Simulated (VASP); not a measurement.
# Be3Si (I4/mmm) in VASP: single point with LDA

Aim: the single point of Be3Si with LDA.

Program: VASP 6.6.1. These are calculated values, not measurements. Logs are shortened: lines on timing, memory, paths and dates and some standing lists are left out, and cuts for length are marked.

### Step 1. The structure

Symmetry: I4/mmm, No. 139, tetragonal system. The conventional cell has a = 3.411 Å, b = 3.411 Å, c = 6.846 Å, α = 90.00°, β = 90.00°, γ = 90.00°. Be (site symmetry -4m2) has 8 Be at 2.41 to 2.42 Å and 4 Si at 2.42 Å as nearest neighbours. Around Be (site symmetry 4/mmm) lie 4 Si at 2.41 Å and 8 Be at 2.42 Å. Si (site symmetry 4/mmm) is surrounded by 12 Be at 2.41 to 2.42 Å.

The cell comes from a database or a generator and needn't be the stable form of this composition.

### Step 2. Single point, LDA

Input file INCAR:

```
  ALGO = Normal
  EDIFF = 1E-7
  ENCUT = 520
  ISIF = 2
  ISMEAR = 0
  LASPH = True
  LCHARG = False
  LREAL = False
  LWAVE = False
  NBANDS = 13
  NELM = 100
  PREC = Accurate
  SIGMA = 0.1
```

Input file KPOINTS:

```
k-points
0
Gamma
  9 9 9
```

Input file POSCAR:

```
Be3Si
1.0
   -1.7055660000      1.7055660000      3.4231330000
    1.7055660000     -1.7055660000      3.4231330000
    1.7055660000      1.7055660000     -3.4231330000
Be Si
3 1
Direct
    0.7500000000      0.2500000000      0.5000000000
    0.2500000000      0.7500000000      0.5000000000
    0.5000000000      0.5000000000      0.0000000000
    0.0000000000      0.0000000000      0.0000000000
```

Potentials or basis: VASP PAW LDA potentials, release 64 (Be, Si).

Started as:

```
> cat potpaw_LDA.64/Be/POTCAR potpaw_LDA.64/Si/POTCAR > POTCAR
> mpirun -np 1 vasp_std > vasp.out
```

OUTCAR:

```text
EDIFF = 1E-7
   ENCUT = 520
   ISIF = 2
   ISMEAR = 0
   LASPH = True
   LREAL = False
   NELM = 100
   PREC = Accurate

 ion  position               nearest neighbor table
   1  0.750  0.250  0.500-   4 2.42   4 2.42   4 2.42   4 2.42
   2  0.250  0.750  0.500-   4 2.42   4 2.42   4 2.42   4 2.42
   3  0.500  0.500  0.000-   4 2.41   4 2.41   4 2.41   4 2.41
   4  0.000  0.000  0.000-   3 2.41   3 2.41   3 2.41   3 2.41   1 2.42   1 2.42   2 2.42   2 2.42
                             2 2.42   1 2.42   2 2.42   1 2.42

  LATTYP: Found a body centered tetragonal cell.
 ALAT       =     3.4111320000
 C/A-ratio  =     2.0070363738

  Lattice vectors:

 A1 = (  -1.7055660000,   1.7055660000,   3.4231330000)
 A2 = (   1.7055660000,  -1.7055660000,   3.4231330000)
 A3 = (   1.7055660000,   1.7055660000,  -3.4231330000)

Analysis of symmetry for initial positions (statically):
=====================================================================
 Subroutine PRICEL returns:
 Original cell was already a primitive cell.

 Routine SETGRP: Setting up the symmetry group for a
 body centered tetragonal supercell.

 Subroutine GETGRP returns: Found 16 space group operations
 (whereof 16 operations were pure point group operations)
 out of a pool of 16 trial point group operations.

The static configuration has the point symmetry D_4h.

Analysis of symmetry for dynamics (positions and initial velocities):
=====================================================================
 Subroutine PRICEL returns:
 Original cell was already a primitive cell.

 Routine SETGRP: Setting up the symmetry group for a
 body centered tetragonal supercell.

 Subroutine GETGRP returns: Found 16 space group operations
 (whereof 16 operations were pure point group operations)
 out of a pool of 16 trial point group operations.

The dynamic configuration has the point symmetry D_4h.

 Subroutine INISYM returns: Found 16 space group operations
 (whereof 16 operations are pure point group operations),
 and found     1 'primitive' translations

----------------------------------------------------------------------------------------

                                     Primitive cell

  volume of cell :      39.8310

  direct lattice vectors                    reciprocal lattice vectors
    -1.705566000  1.705566000  3.423133000     0.000000000  0.293157814  0.146065023
     1.705566000 -1.705566000  3.423133000     0.293157814  0.000000000  0.146065023
     1.705566000  1.705566000 -3.423133000     0.293157814  0.293157814  0.000000000

  length of vectors
     4.187570930  4.187570930  4.187570930     0.327530907  0.327530907  0.414587756

[... 96 lines left out ...]
   NUPDOWN=      -1.0000    fix difference up-down
   EMIN   =  10.00;   EMAX   =-10.00  energy-range for DOS
   EFERMI =   0.00;   METHOD = LEGACY
   ISMEAR =     0;   SIGMA  =   0.10  broadening in eV -4-tet -1-fermi 0-gaus
   EFERMI_NEDOS =   21; number of points for ismear=-14 and -15
   IALGO  =     38    algorithm
   IMIX   =      4    mixing-type and parameters
     AMIX     =   0.40;   BMIX     =  1.00
     AMIX_MAG =   1.60;   BMIX_MAG =  1.00
  volume/ion in A,a.u.               =       9.96        67.20
  Fermi-wavevector in a.u.,A,eV,Ry     =   1.032764  1.951642 14.512003  1.066602
  Thomas-Fermi vector in A             =   2.166978
   LORBIT       =      0    0 simple, 1 ext, 2 COOP (PROOUT), +10 PAW based schemes
   GGA     = CA    functional components
   LHFCALC =     F    Hartree Fock is set to
   AEXX    =    0.0000 exact exchange contribution
   IVDW    =     0    specifies the selected vdW correction
   LEPSILON=     F    determine dielectric tensor
   LRPA    =     F    only Hartree local field effects (RPA)
 non-spin polarized calculation
 Gauss-broadening in eV      SIGMA  =   0.10
  energy-cutoff  :      520.00
  volume of cell :       39.83
 maximum number of plane-waves:      1087
   NGX = 15   NGY = 15   NGZ = 15

 number of electron      10.0000000 magnetization

 Free energy of the ion-electron system (eV)
  ---------------------------------------------------
  ext. energy  EPLUGINS =         0.00000000
  ---------------------------------------------------
  free energy    TOTEN  =       -17.49631952 eV

  energy without entropy =      -17.49050250  energy(sigma->0) =      -17.49341101

 E-fermi :   7.7633     XC(G=0): -10.6997

 val. band max:        7.7611336387   @ k =  -0.4444   0.4444   0.1111
 cond. band min:       7.7663981810   @ k =   0.4444   0.0000  -0.0000
 fundamental gap:      0.0052645423
 Fermi energy:         7.7633438359

 k-point     1 :       0.0000    0.0000    0.0000
  band No.  band energies     occupation
      1      -4.8295      2.00000
      2       4.3857      2.00000
      3       7.1663      2.00000
      4       7.1663      2.00000
      5       7.8820      0.09326
      6       7.8820      0.09326
      7       8.6542      0.00000
      8       8.9203      0.00000
      9       9.9805      0.00000
     10      12.2499      0.00000
     11      14.8614      0.00000
     12      15.1993      0.00000
     13      15.1993      0.00000
[... 354 lines left out ...]
  band No.  band energies     occupation
      1      -0.3692      2.00000
      2       1.1366      2.00000
      3       1.6670      2.00000
      4       2.4639      2.00000
      5       5.2085      2.00000
      6       6.9199      2.00000
      7      10.1514      0.00000
      8      10.4049      0.00000
      9      13.6783      0.00000
     10      15.1251      0.00000
     11      19.2705      0.00000
     12      19.8976      0.00000
     13      20.7614      0.00000

 [... further k-points ...]
[... 5 lines left out ...]
  --------------------------------------------------------------------------------------
  -------------------------------------------------------------------------------------
  Total       -1.3708189     -1.3708189     -1.2162026      0.0000000      0.0000000      0.0000000
  in kB      -55.1403909    -55.1403909    -48.9210394      0.0000000      0.0000000      0.0000000
  external PRESSURE =     -53.0672737 kB  Pullay stress =       0.0000000 kB

 VOLUME and BASIS-vectors are now :
 -----------------------------------------------------------------------------
  energy-cutoff  :      520.00
  volume of cell :       39.83
      direct lattice vectors                 reciprocal lattice vectors
    -1.705566000  1.705566000  3.423133000     0.000000000  0.293157814  0.146065023
     1.705566000 -1.705566000  3.423133000     0.293157814  0.000000000  0.146065023
     1.705566000  1.705566000 -3.423133000     0.293157814  0.293157814  0.000000000

 POSITION                                       TOTAL-FORCE (eV/Angst)
 -----------------------------------------------------------------------------------
      0.00000      1.70557      1.71157         0.000000      0.000000     -0.000000
      1.70557      0.00000      1.71157        -0.000000     -0.000000      0.000000
      0.00000      0.00000      3.42313         0.000000      0.000000     -0.000000
      0.00000      0.00000      0.00000         0.000000      0.000000     -0.000000
 -----------------------------------------------------------------------------------
    total drift:                                0.000000     -0.000000     -0.000000

  FREE ENERGIE OF THE ION-ELECTRON SYSTEM (eV)
  ---------------------------------------------------
  free  energy   TOTEN  =       -17.4963195197 eV

  energy  without entropy=      -17.4905024983  energy(sigma->0) =      -17.49341101
```

OSZICAR:

```text
N       E                     dE             d eps       ncg     rms          rms(c)
DAV:   1     0.109433678778E+01    0.10943E+01   -0.39661E+03  1950   0.617E+02
DAV:   2    -0.169979264696E+02   -0.18092E+02   -0.17267E+02  2514   0.961E+01
DAV:   3    -0.175925528474E+02   -0.59463E+00   -0.58824E+00  2576   0.130E+01
DAV:   4    -0.175947467786E+02   -0.21939E-02   -0.21935E-02  2320   0.949E-01
DAV:   5    -0.175947581181E+02   -0.11339E-04   -0.11339E-04  2569   0.694E-02    0.406E+00
DAV:   6    -0.175198106933E+02    0.74947E-01   -0.71016E-02  2358   0.105E+00    0.228E+00
DAV:   7    -0.174978297563E+02    0.21981E-01   -0.34766E-02  2496   0.798E-01    0.343E-01
DAV:   8    -0.174964222949E+02    0.14075E-02   -0.28043E-03  2311   0.255E-01    0.857E-02
DAV:   9    -0.174963202150E+02    0.10208E-03   -0.89632E-05  2455   0.557E-02    0.512E-02
DAV:  10    -0.174963199077E+02    0.30728E-06   -0.15527E-06  2451   0.780E-03    0.242E-02
DAV:  11    -0.174963195668E+02    0.34092E-06   -0.11550E-06  2428   0.460E-03    0.664E-03
DAV:  12    -0.174963195197E+02    0.47157E-07   -0.80680E-08  1565   0.147E-03
   1 F= -.17496320E+02 E0= -.17493411E+02  d E =-.581702E-02
```

It took 18 s on 1 thread of AMD EPYC 9R45 (Zen 5), shared host; peak memory 0.14 GiB.

What came out:

```yaml
Free_energy: -17.4963 eV
Pressure: -5.3 GPa
Band_gap_on_the_k_mesh: none (metal or under the smearing width)
```
